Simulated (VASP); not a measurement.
Input:

```yaml
crystal:
  lattice:
    - [2.88549, 0.00000, 0.00000]
    - [-1.44274, 2.49890, 0.00000]
    - [0.00000, 0.00000, 13.11664]
  atoms:
    - { symbol: Al, position: [0.33333, 0.66667, 0.75000] }
    - { symbol: Al, position: [0.66667, 0.33333, 0.25000] }
    - { symbol: V, position: [0.33333, 0.66667, 0.08600] }
    - { symbol: V, position: [0.66667, 0.33333, 0.58600] }
    - { symbol: V, position: [0.66667, 0.33333, 0.91400] }
    - { symbol: V, position: [0.33333, 0.66667, 0.41400] }
    - { symbol: C, position: [0.00000, 0.00000, 0.00000] }
    - { symbol: C, position: [0.00000, 0.00000, 0.50000] }
```

Calculation: r2SCAN meta-GGA, VASP's PBE PAW potentials (set 64) (plane waves; VASP). Numerical set-up: 520 eV cut-off, 14×14×3 Γ-centred mesh, tetrahedra with Blöchl corrections, potentials Al V_sv C.

Problem. Give the energies of bands 25 to 38 at the high-symmetry points, in eV from the Fermi level.

Solution. 
| band | Γ | M | K | A | L | H |
|---|---|---|---|---|---|---|
| 25 | -3.48 | -3.76 | -3.00 | -3.48 | -3.67 | -2.95 |
| 26 | -3.48 | -3.67 | -2.96 | -3.48 | -3.67 | -2.95 |
| 27 | -3.38 | -3.66 | -2.96 | -2.85 | -3.48 | -2.73 |
| 28 | -2.33 | -3.15 | -2.36 | -2.85 | -3.48 | -2.73 |
| 29 | -1.04 | -2.61 | -2.05 | -0.82 | -2.56 | -2.16 |
| 30 | -0.67 | -2.54 | -2.05 | -0.82 | -2.56 | -2.16 |
| 31 | -0.22 | -1.74 | -1.89 | -0.22 | -1.73 | -1.79 |
| 32 | -0.22 | -1.73 | -1.89 | -0.22 | -1.73 | -1.79 |
| 33 | -0.21 | 0.72 | -1.33 | -0.22 | 0.96 | -0.83 |
| 34 | -0.21 | 1.02 | -0.36 | -0.22 | 0.96 | -0.83 |
| 35 | 0.55 | 1.15 | 1.16 | 0.57 | 1.09 | 1.09 |
| 36 | 0.55 | 1.17 | 1.16 | 0.57 | 1.09 | 1.09 |
| 37 | 0.59 | 1.85 | 1.43 | 0.57 | 1.92 | 1.53 |
| 38 | 0.59 | 1.91 | 1.43 | 0.57 | 1.92 | 1.53 |

It has no gap at this level: it comes out as a metal or semimetal.

The structure was generated: AlV2C was put into the MAX-211 type (P6_3/mmc), which need not be its known phase. It was relaxed first. The run is not spin-polarised, so no magnetic state was tried.
